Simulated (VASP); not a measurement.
Output of a VASP run:

**OSZICAR**
```
...
RMM:   7    -0.153536427659E+00    0.57317E-05   -0.63656E-05  1310   0.200E-02    0.264E-03
RMM:   8    -0.153539801583E+00   -0.33739E-05   -0.31551E-05  1503   0.915E-03    0.148E-03
RMM:   9    -0.153539796153E+00    0.54302E-08   -0.25837E-05  1347   0.425E-03    0.480E-04
RMM:  10    -0.153541322178E+00   -0.15260E-05   -0.16862E-05  1439   0.272E-03    0.162E-04
RMM:  11    -0.153541763512E+00   -0.44133E-06   -0.98650E-06  1558   0.195E-03    0.900E-05
RMM:  12    -0.153542184966E+00   -0.42145E-06   -0.78005E-06  1577   0.155E-03    0.722E-05
RMM:  13    -0.153542546299E+00   -0.36133E-06   -0.46796E-06  1498   0.132E-03    0.328E-05
RMM:  14    -0.153542659667E+00   -0.11337E-06   -0.25554E-06  1723   0.110E-03    0.555E-05
RMM:  15    -0.153542549182E+00    0.11049E-06   -0.23363E-06  1676   0.951E-04    0.114E-04
RMM:  16    -0.153542604074E+00   -0.54892E-07   -0.98497E-07  1729   0.825E-04    0.117E-04
RMM:  17    -0.153542696551E+00   -0.92477E-07   -0.10790E-06  1743   0.752E-04    0.989E-05
RMM:  18    -0.153542751384E+00   -0.54833E-07   -0.46496E-07  1797   0.686E-04    0.973E-05
 Linear response progress:
  Degree of freedom:   4/  4
       N       E                     dE             d eps       ncg     rms          rms(c)
RMM:   1    -0.234238738309E+00   -0.23424E+00    0.11886E+01   242   0.278E+01
RMM:   2    -0.269709239732E+00   -0.35471E-01   -0.56764E-02   372   0.196E+00    0.582E-01
RMM:   3    -0.270395513088E+00   -0.68627E-03   -0.69832E-03   402   0.394E-01    0.354E-01
RMM:   4    -0.272293559149E+00   -0.18980E-02   -0.56768E-03   427   0.307E-01    0.182E-01
RMM:   5    -0.270734646153E+00    0.15589E-02   -0.20401E-03   413   0.185E-01    0.395E-02
RMM:   6    -0.270356554377E+00    0.37809E-03   -0.32848E-04   408   0.921E-02    0.136E-02
RMM:   7    -0.270367763847E+00   -0.11209E-04   -0.44579E-05   431   0.302E-02    0.639E-03
RMM:   8    -0.270369023927E+00   -0.12601E-05   -0.40413E-06   429   0.142E-02    0.244E-03
RMM:   9    -0.270375047046E+00   -0.60231E-05   -0.44217E-06   449   0.662E-03    0.147E-03
RMM:  10    -0.270378850282E+00   -0.38032E-05   -0.29964E-06   450   0.308E-03    0.602E-04
RMM:  11    -0.270379300575E+00   -0.45029E-06   -0.40170E-06   441   0.208E-03    0.319E-04
RMM:  12    -0.270378273621E+00    0.10270E-05   -0.89984E-07   429   0.136E-03    0.162E-04
RMM:  13    -0.270379448807E+00   -0.11752E-05   -0.11596E-06   432   0.102E-03    0.133E-04
RMM:  14    -0.270378471929E+00    0.97688E-06   -0.44388E-07   424   0.730E-04    0.597E-05
RMM:  15    -0.270378567068E+00   -0.95139E-07   -0.10103E-06   424   0.651E-04    0.545E-05
RMM:  16    -0.270378448385E+00    0.11868E-06   -0.51174E-07   425   0.558E-04    0.284E-05
RMM:  17    -0.270378583609E+00   -0.13522E-06   -0.26402E-07   459   0.472E-04    0.183E-05
RMM:  18    -0.270378649078E+00   -0.65469E-07   -0.61521E-07   476   0.450E-04    0.120E-05
RMM:  19    -0.270378684726E+00   -0.35648E-07   -0.15983E-07   470   0.407E-04    0.779E-06
RMM:  20    -0.270378695193E+00   -0.10467E-07   -0.20417E-07   518   0.387E-04    0.843E-06
RMM:  21    -0.270378686036E+00    0.91564E-08   -0.14413E-07   480   0.376E-04    0.136E-05
RMM:  22    -0.270378708985E+00   -0.22949E-07   -0.13017E-07   478   0.370E-04    0.130E-05
RMM:  23    -0.270378740253E+00   -0.31268E-07   -0.10298E-07   498   0.365E-04    0.145E-05
RMM:  24    -0.270378753360E+00   -0.13107E-07   -0.98219E-08   519   0.360E-04    0.134E-05
 Linear response finished
```

OUTCAR:
```
------------------------ aborting loop because EDIFF is reached ----------------------------------------

 HEAD OF MICROSCOPIC STATIC DIELECTRIC TENSOR (INDEPENDENT PARTICLE, excluding Hartree and local field effects)
 ------------------------------------------------------
          20.364270     0.000000     0.000000
           0.000000    20.364270    -0.000000
           0.000000     0.000000    11.584282
 ------------------------------------------------------

 MACROSCOPIC STATIC DIELECTRIC TENSOR (including local field effects in DFT)
 ------------------------------------------------------
          20.162701     0.000000     0.000000
           0.000000    20.162701    -0.000000
          -0.000000     0.000000     1.640060
 ------------------------------------------------------

 PIEZOELECTRIC TENSOR (including local field effects)  for field in x, y, z        (e  Angst)
          XX          YY          ZZ          XY          YZ          ZX
  --------------------------------------------------------------------------------
  x     0.00000     0.00000     0.00000     0.00000     0.00000     0.00000
  y     0.00000     0.00000     0.00000     0.00000     0.00000     0.00000
  z     0.00000     0.00000     0.00000     0.00000     0.00000     0.00000

 PIEZOELECTRIC TENSOR (including local field effects)  for field in x, y, z        (C/m^2)
          XX          YY          ZZ          XY          YZ          ZX
  --------------------------------------------------------------------------------
  x     0.00000     0.00000     0.00000     0.00000     0.00000     0.00000
  y     0.00000     0.00000     0.00000     0.00000     0.00000     0.00000
  z     0.00000     0.00000     0.00000     0.00000     0.00000     0.00000

 BORN EFFECTIVE CHARGES (including local field effects) (in |e|, cummulative output)
 ---------------------------------------------------------------------------------
 ion    1
    1     1.33662     0.00000     0.00000
    2     0.00000     1.33662     0.00000
    3    -0.00000     0.00000     0.04651
 ion    2
    1    -0.66831     0.00000     0.00000
    2     0.00000    -0.66831     0.00000
    3    -0.00000    -0.00000    -0.02325
 ion    3
    1    -0.66831     0.00000     0.00000
    2     0.00000    -0.66831     0.00000
    3     0.00000    -0.00000    -0.02325

   1 f  =   20.578028 THz   129.295563 2PiTHz  686.409129 cm-1    85.103847 meV
             X         Y         Z           dx          dy          dz
      0.000000  0.000000  8.175533     0.000000   -0.000000    0.981176
     -0.000001  1.691200  9.351060    -0.000000    0.000000   -0.136554
      1.464622  0.845598  7.000006    -0.000000    0.000000   -0.136554

   2 f  =   18.912743 THz   118.832267 2PiTHz  630.861191 cm-1    78.216784 meV
             X         Y         Z           dx          dy          dz
      0.000000  0.000000  8.175533    -0.000000   -0.981167   -0.000000
     -0.000001  1.691200  9.351060     0.000000    0.136585   -0.000000
      1.464622  0.845598  7.000006     0.000000    0.136585   -0.000000

   3 f  =   18.912743 THz   118.832266 2PiTHz  630.861187 cm-1    78.216783 meV
             X         Y         Z           dx          dy          dz
      0.000000  0.000000  8.175533     0.981167   -0.000000   -0.000000
     -0.000001  1.691200  9.351060    -0.136585    0.000000   -0.000000
      1.464622  0.845598  7.000006    -0.136585    0.000000   -0.000000

   4 f  =    4.625028 THz    29.059905 2PiTHz  154.274314 cm-1    19.127568 meV
             X         Y         Z           dx          dy          dz
      0.000000  0.000000  8.175533    -0.000000    0.000000    0.000000
     -0.000001  1.691200  9.351060     0.000000   -0.000000   -0.707107
      1.464622  0.845598  7.000006    -0.000000    0.000000    0.707107

   5 f  =    3.907147 THz    24.549328 2PiTHz  130.328393 cm-1    16.158654 meV
...
```
(Selected blocks of OUTCAR.)

### POSCAR
```
Ta2N
1
    2.9292420000     0.0000000000     0.0000000000
   -1.4646210000     2.5367980000     0.0000000000
    0.0000000000     0.0000000000    16.3510660000
N Ta
1 2
Direct
  0.0000000000   0.0000000000   0.5000000000
  0.3333330000   0.6666670000   0.5718930000
  0.6666670000   0.3333330000   0.4281070000
```

### Question
Reconstruct the remaining input files.

### Answer
One answer among several that fit: the input of the run itself, LDA (Ceperley-Alder, Perdew-Zunger), plane waves, VASP's LDA PAW potentials (set 64).

### INCAR
```
! general
SYSTEM   = Ta2N
PREC     = Accurate
ENCUT    = 400   ! plane-wave cut-off (eV)
LREAL    = .FALSE.
LASPH    = .TRUE.   ! aspherical one-centre terms

! electronic loop
EDIFF    = 1E-8
NELM     = 100   ! most electronic steps
ALGO     = Normal   ! blocked Davidson
LMAXMIX  = 6   ! l cut-off of mixed one-centre charges

! smearing
ISMEAR   = -1
SIGMA    = 0.1   ! width (eV)

! ions
IBRION   = 8   ! DFPT with symmetry
NSW      = 1
ISIF     = 2   ! forces and stress, cell fixed

! output
LWAVE    = .FALSE.
LCHARG   = .FALSE.

! other
LEPSILON = .TRUE.
```

### KPOINTS
```
Automatic mesh
0
Gamma
6 6 1
0 0 0
```

POTCAR, in this order: N Ta_pv (LDA.64 set). Program: vasp_std.

At this cut-off the stress carries a Pulay error, which pulls relaxed volumes low. The cell holds a wide vacuum, so values per volume refer to the whole cell. The dielectric response may not be converged in the k-mesh; for small gaps it tends to come out too large.

The cell is a sheet with vacuum, built from a generated structure.
